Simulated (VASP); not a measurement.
A run of VASP 6.6.1 is set up as follows.

File INCAR:

```
PREC = Accurate
ENCUT = 520
EDIFF = 1E-6
ISMEAR = -1
SIGMA = 0.05
LREAL = F
LASPH = T
NELM = 100
ALGO = Fast
ISIF = 2
LWAVE = F
LCHARG = T
LDIPOL = T
IDIPOL = 3
DIPOL = 0.5 0.5 0.500
GGA = B5
ALDAX = 1.0
AGGAX = 1.0
AGGAC = 1.0
ALDAC = 0.0
LELF = T
LVHAR = T
LVACPOTAV = T
```

The input KPOINTS:

```
Automatic mesh
0
Gamma
  6 6 1
```

File POSCAR:

```
TaRu
1.0
    3.1870000000      0.0000000000      0.0000000000
    0.0000000000      3.1870000000      0.0000000000
    0.0000000000      0.0000000000     26.1545000000
Ta Ru
4 4
Direct
    0.5000000000      0.5000000000      0.2867575369
    0.5000000000      0.5000000000      0.4086103730
    0.5000000000      0.5000000000      0.5304632090
    0.5000000000      0.5000000000      0.6523160450
    0.0000000000      0.0000000000      0.3476839550
    0.0000000000      0.0000000000      0.4695367910
    0.0000000000      0.0000000000      0.5913896270
    0.0000000000      0.0000000000      0.7132424631
```

Potentials or basis: VASP PAW PBE potentials, release 64 (Ta_pv, Ru_pv).

Run with:

```bash
$ cat potpaw_PBE.64/Ta_pv/POTCAR potpaw_PBE.64/Ru_pv/POTCAR > POTCAR
$ mpirun -np 1 vasp_std > vasp.out
```

(1) What does it give for the work function of the upper face?

(2) Predict the work function of the lower face.

(3) Predict the band gap on the k mesh.

(4) Estimate the largest force.

Answers

(1) 3.87 eV.

(2) 4.23 eV.

(3) none (metal or under the smearing width).

(4) 2.882 eV/Å.

Caveat: the PAW data sets were made with another functional, which shifts forces and pressure a little.
